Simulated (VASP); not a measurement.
All values below come from PBEsol GGA, VASP's PBE PAW potentials (set 64) (plane waves; VASP).

Input for VASP

### POSCAR
```
KMgH3
1
    3.9679854981    -0.0000000000     0.0000000000
    0.0000000000     3.9679854981     0.0000000000
    0.0000000000    -0.0000000000     3.9679854981
K Mg H
1 1 3
Direct
  0.0000000000   0.0000000000   0.0000000000
  0.5000000000   0.5000000000   0.5000000000
  0.5000000000   0.0000000000   0.5000000000
  0.0000000000   0.5000000000   0.5000000000
  0.5000000000   0.5000000000   0.0000000000
```

### KPOINTS
```
kpoints
0
G
 6 6 6
```

### INCAR
```
! general
SYSTEM   = KMgH3
PREC     = Accurate
ENCUT    = 400   ! plane-wave cut-off (eV)
LREAL    = .FALSE.
LASPH    = .TRUE.   ! aspherical one-centre terms

! electronic loop
EDIFF    = 1E-8   ! SCF stop (eV)
NELM     = 100   ! most electronic steps
ALGO     = Normal   ! blocked Davidson

! smearing
ISMEAR   = 0   ! Gaussian
SIGMA    = 0.01   ! width (eV)

! functional
GGA      = PS

! ions
IBRION   = 8   ! DFPT with symmetry
NSW      = 1   ! most ionic steps

! output
LWAVE    = .FALSE.
LCHARG   = .FALSE.

! other
LEPSILON = .TRUE.
```

POTCAR, in this order: K_sv Mg H (PBE.64 set). Program: vasp_std.

Output

### OUTCAR
```


 HEAD OF MICROSCOPIC STATIC DIELECTRIC TENSOR (INDEPENDENT PARTICLE, excluding Hartree and local field effects)
 ------------------------------------------------------
           3.817377     0.000000    -0.000000
           0.000000     3.817377     0.000000
          -0.000000     0.000000     3.817377
 ------------------------------------------------------

 MACROSCOPIC STATIC DIELECTRIC TENSOR (including local field effects in DFT)
 ------------------------------------------------------
           3.676451     0.000000     0.000000
           0.000000     3.676451     0.000000
           0.000000    -0.000000     3.676451
 ------------------------------------------------------

 PIEZOELECTRIC TENSOR (including local field effects)  for field in x, y, z        (e  Angst)
          XX          YY          ZZ          XY          YZ          ZX
  --------------------------------------------------------------------------------
  x     0.00000     0.00000     0.00000     0.00000     0.00000     0.00000
  y     0.00000     0.00000     0.00000     0.00000     0.00000     0.00000
  z     0.00000     0.00000     0.00000     0.00000     0.00000     0.00000

 PIEZOELECTRIC TENSOR (including local field effects)  for field in x, y, z        (C/m^2)
          XX          YY          ZZ          XY          YZ          ZX
  --------------------------------------------------------------------------------
  x     0.00000     0.00000     0.00000     0.00000     0.00000     0.00000
  y     0.00000     0.00000     0.00000     0.00000     0.00000     0.00000
  z     0.00000     0.00000     0.00000     0.00000     0.00000     0.00000

 BORN EFFECTIVE CHARGES (including local field effects) (in |e|, cummulative output)
 ---------------------------------------------------------------------------------
 ion    1
    1     0.96228    -0.00000     0.00000
    2    -0.00000     0.96228     0.00000
    3     0.00000     0.00000     0.96228
 ion    2
    1     1.85098    -0.00000     0.00000
    2    -0.00000     1.85098     0.00000
    3     0.00000     0.00000     1.85098
 ion    3
    1    -0.80561    -0.00000    -0.00000
    2    -0.00000    -1.20205    -0.00000
    3    -0.00000    -0.00000    -0.80561
 ion    4
    1    -1.20205    -0.00000     0.00000
    2    -0.00000    -0.80561     0.00000
    3     0.00000     0.00000    -0.80561
 ion    5
    1    -0.80561    -0.00000    -0.00000
    2    -0.00000    -0.80561     0.00000
    3     0.00000    -0.00000    -1.20205
```
(Selected blocks of OUTCAR.)

The structure comes from a computed database's KMgH3 entry (Pm-3m); how it stands against other phases isn't given here. It was relaxed first.
